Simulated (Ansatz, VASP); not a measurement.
**Ni2HgP2 in VASP and in Ansatz**

The input INCAR:

```
SYSTEM = Ni2HgP2
PREC     = Accurate       ! precision mode
ENCUT    = 600            ! plane-wave cutoff, eV
EDIFF    = 1E-6           ! SCF threshold, eV
ISMEAR   = -1             ! smearing method
SIGMA    = 0.1            ! smearing width, eV
LREAL    = .FALSE.        ! projectors in reciprocal space
LASPH    = .TRUE.         ! aspherical terms in the spheres
NELM     = 80             ! most SCF steps
ALGO     = Normal         ! electronic algorithm
ISIF     = 3              ! what is computed and relaxed
LWAVE    = .FALSE.        ! write WAVECAR
LCHARG   = .FALSE.        ! write CHGCAR
GGA      = PE             ! functional
IBRION   = 2              ! ionic algorithm
NSW      = 60             ! ionic steps
EDIFFG   = -0.01          ! ionic threshold
```

The input KPOINTS:

```
Automatic mesh
0
G
  5 5 5
  0 0 0
```

POSCAR

```
Ni2HgP2
1.0
    0.0000000000      3.9479260000      0.0000000000
    3.9479260000      0.0000000000      0.0000000000
    1.9739630000      1.9739630000     -4.7449990000
P Hg Ni
2 1 2
Direct
    0.3760000000      0.3760000000      0.2480000000
    0.6240000000      0.6240000000      0.7520000000
    0.0000000000      0.0000000000      0.0000000000
    0.7500000000      0.2500000000      0.5000000000
    0.2500000000      0.7500000000      0.5000000000
```

Input for Ansatz:

```yaml
crystal:
  lattice:
    - [0.0, 3.947926, 0.0]
    - [3.947926, 0.0, 0.0]
    - [1.973963, 1.973963, -4.744999]
  atoms:
    - { symbol: P, position: [0.376, 0.376, 0.248] }
    - { symbol: P, position: [0.624, 0.624, 0.752] }
    - { symbol: Hg, position: [0.0, 0.0, 0.0] }
    - { symbol: Ni, position: [0.75, 0.25, 0.5] }
    - { symbol: Ni, position: [0.25, 0.75, 0.5] }
  symmetry: { tolerance: 0.0003 }
kpoints:
  mp_grid: { grid: [5, 5, 5], shift: [0, 0, 0] }
magnetization:
  spin_polarized: false
scf:
  occupations: { method: fermi_dirac }
  initial_density: { chi_scale: 0.1 }
  n_extra_bands: 32
hamiltonian:
  pseudopotentials: { kind: paw }
  xc: pbe
basis:
  ecutwfc: 420
output:
  forces: true
  stress: true
  eigenvalues: true
  write_density: true
  write_potential: true
  elf: true
  volumetric_format: npy
relax:
  max_steps: 40
  cell: {}
```

The cell was built by a generator and needn't be a form met in nature.

Alike in both runs: task relaxation of cell and atoms; functional PBE; k mesh 5 × 5 × 5; no spin polarisation.

|  | VASP | Ansatz |
| --- | --- | --- |
| version | VASP 6.6.1 | Ansatz 0.2.0 |
| potentials or method | VASP PAW PBE potentials, release 64 (P, Hg, Ni) | PAW plane waves |
| plane-wave cutoff (eV) | 600 | 420 |
| occupations | fermi-dirac, width 0.1 eV | fermi-dirac |
| valence electrons in the cell | 42 | 66 |

VASP gave:

- gap on the k mesh at the Fermi level, each at its own relaxed structure (eV): none
- relaxed volume (Å³/atom): 14.75
- relaxed cell length with the largest relative difference (Å): 4.079
- energy change over the relaxation (meV/atom): -25

What did Ansatz give for the same quantities?

gap on the k mesh at the Fermi level, each at its own relaxed structure (eV): none; relaxed volume (Å³/atom): 14.71; relaxed cell length with the largest relative difference (Å): 4.075; energy change over the relaxation (meV/atom): -25.

A gap of «none» marks a metal or a gap that the smearing closes. The two sets of potentials don't hold the same shells in valence.

The runs have no spin-orbit coupling, so splittings on Hg are missing. Spin polarisation is off, so any magnetic state and its effect on volume and gap are missing.
